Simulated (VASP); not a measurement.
Given:

```
MgI2
1.0
    2.03753    -3.52911     0.00000
    2.03753     3.52911     0.00000
    0.00000     0.00000     6.71595
Mg I
1 2
Direct
  0.00000   0.00000   0.00000
  0.33333   0.66667   0.24416
  0.66667   0.33333   0.75584
```

Level of theory: optB86b-vdW, VASP's PBE PAW potentials (set 64) (plane waves; VASP 6.6.1). Settings: 520 eV cut-off, 6×6×4 Γ-centred mesh, Gaussian smearing of 0.050 eV, potentials Mg I.

**Question.** The ions and cell shape at fixed volume are relaxed. Which structure does the run end with?

**Answer.** 
```
MgI2
1.0
    2.05047    -3.55151     0.00000
    2.05047     3.55151     0.00000
    0.00000     0.00000     6.63148
Mg I
1 2
Direct
  0.00000   0.00000   0.00000
  0.33333   0.66667   0.25261
  0.66667   0.33333   0.74739
```
Space group P-3m1 (164), at a tolerance of 0.03 Å.

**Question.** How much energy does the relaxation gain?

**Answer.** The energy (σ→0) changes by -6.2 meV/atom, in 5 ionic steps.

| step | E(σ→0) (eV) | max force (eV/Å) | pressure (GPa) | volume (Å³) |
|---|---|---|---|---|
| 1 | -2.6110 | 0.325 | 2.16 | 96.58 |
| 2 | -2.6196 | 0.223 | 1.89 | 96.58 |
| 3 | -2.6274 | 0.004 | 1.33 | 96.58 |
| 4 | -2.6289 | 0.005 | 1.28 | 96.58 |
| 5 | -2.6295 | 0.005 | 1.23 | 96.58 |

The compound is MgI2 in the 1T layered structure. This cell is one point of a volume scan, at 0.94 of the reference volume. Symmetry was kept, so distortions that lower it aren't found.
